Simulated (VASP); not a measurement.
CsSi2, 3 atoms in the cell. It takes space group P-6m2 (No. 187, hexagonal). The conventional cell has a = 6.372 Å, b = 6.372 Å, c = 4.479 Å, α = 90.00°, β = 90.00°, γ = 120.00°. Cs (site symmetry -6m2) has 6 Si at 3.85 Å as nearest neighbours. Si (site symmetry 3m) has 2 Si at 2.24 Å as nearest neighbours. The cell was built by a generator and needn't be a form met in nature.

| Item | Value |
| --- | --- |
| Program | VASP 6.6.1 |
| Task | relaxation of cell and atoms |
| Functional | optB88-vdW |
| Potentials or basis | VASP PAW PBE potentials, release 64 (Cs_sv, Si) |
| Cutoff | 600 eV |
| k mesh | 5 × 5 × 6 |
| Occupations | fermi-dirac, width 0.05 eV |
| Spin | no spin polarisation |
| Further INCAR settings | ALGO = Fast; EDIFF = 1e-06; IBRION = 2; EDIFFG = -0.005; NSW = 40; ISIF = 3 |

Potentials or basis: VASP PAW PBE potentials, release 64 (Cs_sv, Si).

Command:

```console
$ cat potpaw_PBE.64/Cs_sv/POTCAR potpaw_PBE.64/Si/POTCAR > POTCAR
$ mpirun -np 1 vasp_std > vasp.out
```

Hardware: 1 thread of Intel(R) Xeon(R) 6975P-C (Granite Rapids) (shared host).

**Question.** How long does it take, and how much memory?

**Answer.** Run time: 19 min on 1 thread of Intel(R) Xeon(R) 6975P-C (Granite Rapids) (shared host), peak memory 0.87 GiB. Counts: scf iterations 79, k points 36, ion steps 11.
